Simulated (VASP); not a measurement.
# CeF2 (P-3m1) in VASP: single point with PBEsol

Aim: the single point of CeF2 with PBEsol.

All numbers are computed with VASP 6.6.1; they aren't measurements. Logs are shortened: lines on timing, memory, paths and dates and some standing lists are left out, and cuts for length are marked.

## Step 1: Starting point

Symmetry: P-3m1, No. 164, trigonal system. Conventional cell: a = 3.379 Å, b = 3.379 Å, c = 5.434 Å, α = 90.00°, β = 90.00°, γ = 120.00°. Ce (site symmetry -3m) has 6 F at 2.40 Å as nearest neighbours. F (site symmetry 3m) is surrounded by 3 Ce at 2.40 Å.

The cell comes from a database or a generator and needn't be the stable form of this composition.

## Step 2: Single point, PBEsol, collinear spin, typed start

The input, INCAR:

```
SYSTEM = CeF2
  ALGO = Normal
  EDIFF = 1E-6
  ENCUT = 520
  GGA = PS
  ISIF = 2
  ISMEAR = 0
  ISPIN = 2
  LASPH = .TRUE.
  LCHARG = .FALSE.
  LMAXMIX = 6
  LORBIT = 11
  LREAL = .FALSE.
  LWAVE = .FALSE.
  MAGMOM = 1 0 0
  NBANDS = 24
  NELM = 150
  PREC = Accurate
  SIGMA = 0.05
```

The input, KPOINTS:

```
k-points
0
G
  10 10 6
  0 0 0
```

The input, POSCAR:

```
CeF2
1.0
    3.3787823060      0.0000000000      0.0000000000
   -1.6893911530      2.9261113109      0.0000000000
    0.0000000000      0.0000000000      5.4343982397
Ce F
1 2
Direct
    0.0000000000      0.0000000000      0.0000000000
    0.3333333333      0.6666666667      0.2576560947
    0.6666666667      0.3333333333      0.7423439053
```

Potentials or basis: VASP PAW PBE potentials, release 64 (Ce, F).

Launch:

```sh
cat potpaw_PBE.64/Ce/POTCAR potpaw_PBE.64/F/POTCAR > POTCAR
mpirun -np 1 vasp_std > vasp.out
```

OUTCAR:

```text
SYSTEM = CeF2
   EDIFF = 1E-6
   ENCUT = 520
   GGA = PS
   ISIF = 2
   ISMEAR = 0
   ISPIN = 2
   LASPH = .TRUE.
   LORBIT = 11
   LREAL = .FALSE.
   NELM = 150
   PREC = Accurate

 ion  position               nearest neighbor table
   1  0.000  0.000  0.000-   2 2.40   3 2.40   3 2.40   2 2.40   3 2.40   2 2.40
   2  0.333  0.667  0.258-   1 2.40   1 2.40   1 2.40
   3  0.667  0.333  0.742-   1 2.40   1 2.40   1 2.40

  LATTYP: Found a hexagonal cell.
 ALAT       =     3.3787823060
 C/A-ratio  =     1.6083895758

  Lattice vectors:

 A1 = (   3.3787823060,   0.0000000000,   0.0000000000)
 A2 = (  -1.6893911530,   2.9261113109,   0.0000000000)
 A3 = (   0.0000000000,   0.0000000000,   5.4343982397)

Analysis of symmetry for initial positions (statically):
=====================================================================
 Subroutine PRICEL returns:
 Original cell was already a primitive cell.

 Routine SETGRP: Setting up the symmetry group for a
 hexagonal supercell.

 Subroutine GETGRP returns: Found 12 space group operations
 (whereof 12 operations were pure point group operations)
 out of a pool of 24 trial point group operations.

The static configuration has the point symmetry D_3d.

Analysis of symmetry for dynamics (positions and initial velocities):
=====================================================================
 Subroutine PRICEL returns:
 Original cell was already a primitive cell.

 Routine SETGRP: Setting up the symmetry group for a
 hexagonal supercell.

 Subroutine GETGRP returns: Found 12 space group operations
 (whereof 12 operations were pure point group operations)
 out of a pool of 24 trial point group operations.

The dynamic configuration has the point symmetry D_3d.

Analysis of structural, dynamic, and magnetic symmetry:
=====================================================================
 Subroutine PRICEL returns:
 Original cell was already a primitive cell.

 Routine SETGRP: Setting up the symmetry group for a
 hexagonal supercell.

 Subroutine GETGRP returns: Found 12 space group operations
 (whereof 12 operations were pure point group operations)
 out of a pool of 24 trial point group operations.

The overall configuration has the point symmetry D_3d.

 Subroutine INISYM returns: Found 12 space group operations
[... 124 lines left out ...]
   GGA     = PS    functional components
   LHFCALC =     F    Hartree Fock is set to
   AEXX    =    0.0000 exact exchange contribution
   IVDW    =     0    specifies the selected vdW correction
   LEPSILON=     F    determine dielectric tensor
   LRPA    =     F    only Hartree local field effects (RPA)
 spin polarized calculation
 Gauss-broadening in eV      SIGMA  =   0.05
  energy-cutoff  :      520.00
  volume of cell :       53.73
 maximum number of plane-waves:      1466
 NGX is ok and might be reduce to    28
   NGX = 13   NGY = 13   NGZ = 21

 number of electron      26.0000012 magnetization       0.0134315

 number of electron      26.0000012 magnetization      -0.0021584

 Free energy of the ion-electron system (eV)
  ---------------------------------------------------
  ext. energy  EPLUGINS =         0.00000000
  ---------------------------------------------------
  free energy    TOTEN  =       -19.75713231 eV

  energy without entropy =      -19.75621617  energy(sigma->0) =      -19.75667424

 E-fermi :   5.3292     XC(G=0):  -9.5487

 val. band max:        5.2778884749   @ k =   0.3000   0.3000   0.5000
 cond. band min:       5.3817299781   @ k =   0.3000   0.3000   0.0000
 fundamental gap:      0.1038415033
 Fermi energy:         5.3291714032

 spin component 1

 k-point     1 :       0.0000    0.0000    0.0000
  band No.  band energies     occupation
      1     -29.9984      1.00000
      2     -20.2299      1.00000
      3     -19.6529      1.00000
      4     -11.8790      1.00000
      5     -11.6851      1.00000
      6     -11.6851      1.00000
[... 637 lines left out ...]
     23      11.0407      0.00000
     24      12.2086      0.00000

 [... further k-points ...]

 spin component 2

 k-point     1 :       0.0000    0.0000    0.0000
  band No.  band energies     occupation
      1     -29.9993      1.00000
      2     -20.2298      1.00000
      3     -19.6528      1.00000
      4     -11.8796      1.00000
      5     -11.6859      1.00000
      6     -11.6859      1.00000
[... 637 lines left out ...]
     23      11.0401      0.00000
     24      12.2079      0.00000

 [... further k-points ...]

------------------------ aborting loop because EDIFF is reached ----------------------------------------

  FORCE on cell =-STRESS in cart. coord.  units (eV):
  Direction    XX          YY          ZZ          XY          YZ          ZX
  --------------------------------------------------------------------------------------
  -------------------------------------------------------------------------------------
  Total       -0.0876837     -0.0876837     -0.0477802     -0.0000000     -0.0000000      0.0000000
  in kB       -2.6147293     -2.6147293     -1.4248073     -0.0000000     -0.0000000      0.0000000
  external PRESSURE =      -2.2180886 kB  Pullay stress =       0.0000000 kB

 VOLUME and BASIS-vectors are now :
 -----------------------------------------------------------------------------
  energy-cutoff  :      520.00
  volume of cell :       53.73
      direct lattice vectors                 reciprocal lattice vectors
     3.378782306  0.000000000  0.000000000     0.295964614  0.170875249  0.000000000
    -1.689391153  2.926111311  0.000000000     0.000000000  0.341750499  0.000000000
     0.000000000  0.000000000  5.434398240     0.000000000  0.000000000  0.184013014

 POSITION                                       TOTAL-FORCE (eV/Angst)
 -----------------------------------------------------------------------------------
      0.00000      0.00000      0.00000        -0.000000      0.000000      0.000000
     -0.00000      1.95074      1.40021        -0.000000     -0.000000      0.007968
      1.68939      0.97537      4.03419         0.000000      0.000000     -0.007968
 -----------------------------------------------------------------------------------
    total drift:                                0.000000     -0.000000      0.000000

  FREE ENERGIE OF THE ION-ELECTRON SYSTEM (eV)
  ---------------------------------------------------
  free  energy   TOTEN  =       -19.7571323108 eV

  energy  without entropy=      -19.7562161712  energy(sigma->0) =      -19.75667424

 total charge

# of ion       s       p       d       f       tot
--------------------------------------------------
    1        2.005   5.705   0.901   1.162   9.772
    2        1.738   4.332   0.000   0.000   6.070
    3        1.738   4.332   0.000   0.000   6.070
--------------------------------------------------
tot          5.481  14.369   0.901   1.162  21.913

 magnetization (x)

# of ion       s       p       d       f       tot
--------------------------------------------------
    1        0.000   0.000   0.000  -0.001  -0.000
    2        0.000   0.000   0.000   0.000   0.000
    3        0.000   0.000   0.000   0.000   0.000
--------------------------------------------------
tot          0.000   0.000   0.000  -0.001  -0.000
```

Wall time 6.5 min (1 thread of Intel Xeon Platinum 8259CL at 2.50GHz (Skylake/Cascade Lake), shared host); peak memory 0.31 GiB.

What came out:

| Item | Value |
| --- | --- |
| Free energy | -19.7571 eV |
| Pressure | -0.2 GPa |
| Largest force | 0.008 eV/Å |
| Band gap on the k mesh | 0.10 eV, indirect (least direct gap 0.12 eV) |
| Net moment | 0.00 μB per cell |
| Valence electrons inside the program's atomic spheres | Ce 9.77; F 6.07 |

Forces on the atoms (eV/Å):
```
Ce   0.000  0.000  0.000
F    0.000  0.000  0.008
F    0.000  0.000 -0.008
```

Caveat: the magnetic or orbital state may not be the lowest; the PAW data sets were made with another functional, which shifts forces and pressure a little; spin-orbit coupling is left out, which moves the levels of the heavy elements; without U or exact exchange the open f shell lies at the Fermi level, which spoils levels, moments and volumes.
